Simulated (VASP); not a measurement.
An input for Quantum ESPRESSO's pw.x (written as the equivalent of a VASP run, and not itself run):

```
&CONTROL
  calculation = 'scf'
  pseudo_dir = './pseudo'
  outdir = './out'
  tprnfor = .true.
  tstress = .true.
/
&SYSTEM
  ibrav = 0
  nat = 3
  ntyp = 2
  ecutwfc = 66
  occupations = 'tetrahedra'
  input_dft = 'rpbe'
/
&ELECTRONS
  conv_thr = 7.3e-09
  electron_maxstep = 100
/
ATOMIC_SPECIES
  Zr 91.224 Zr.upf
  S 32.060 S.upf
CELL_PARAMETERS angstrom
     1.8623836   -3.2257430    0.0000000
     1.8623836    3.2257430    0.0000000
     0.0000000    0.0000000    7.3945910
ATOMIC_POSITIONS crystal
  Zr   0.0000000  0.0000000  0.0000000
  S    0.3333330  0.6666670  0.1954518
  S    0.6666670  0.3333330  0.8045482
K_POINTS automatic
  8 8 4 0 0 0
```

Translate this input to VASP (INCAR, KPOINTS, POSCAR, choice of POTCAR).

One answer among several that fit: 
### POSCAR
```
ZrS2
14.7891820
  0.1259287755  -0.2181150388   0.0000000000
  0.1259287755   0.2181150388   0.0000000000
  0.0000000000   0.0000000000   0.4999999969
Zr S
1 2
Cart
  0.0000000000   0.0000000000   0.0000000000
  0.1259287755   0.0727051584   0.0977259002
  0.1259287755  -0.0727051584   0.4022740967
```

File KPOINTS:
```
Automatic
0
Gamma
 8 8 4
0 0 0
```

INCAR:
```
! general
SYSTEM =ZrS2
PREC   =Accurate
ENCUT  =520
LREAL  =.FALSE.
LASPH  =.TRUE.   ! aspherical one-centre terms

! electronic loop
EDIFF  =1E-7
NELM   =100   ! most electronic steps
ALGO   =Normal   ! blocked Davidson
LMAXMIX=4   ! l cut-off of mixed one-centre charges

! smearing
ISMEAR =-5   ! tetrahedra, Bloechl

! functional
GGA    =RP   ! RPBE

! ions
ISIF   =2

! output
LWAVE  =.FALSE.
LCHARG =.TRUE.
LORBIT =11
NEDOS  =601   ! DOS grid

! other
LEFG   =.TRUE.
```

POTCAR, in this order: Zr_sv S (PBE.64 set). Program: vasp_std.

What does not carry over: the potentials are each code's own (VASP's PAW set, PseudoDojo norm-conserving files in pw.x), so ENCUT and ecutwfc are chosen apart and not converted; conv_thr bounds pw.x's estimated SCF error, while EDIFF bounds the energy change between steps; the field gradients of LEFG aren't asked of the other code.

The compound is ZrS2 in the 1T layered structure. It was relaxed first, which changed the volume by +32 %.
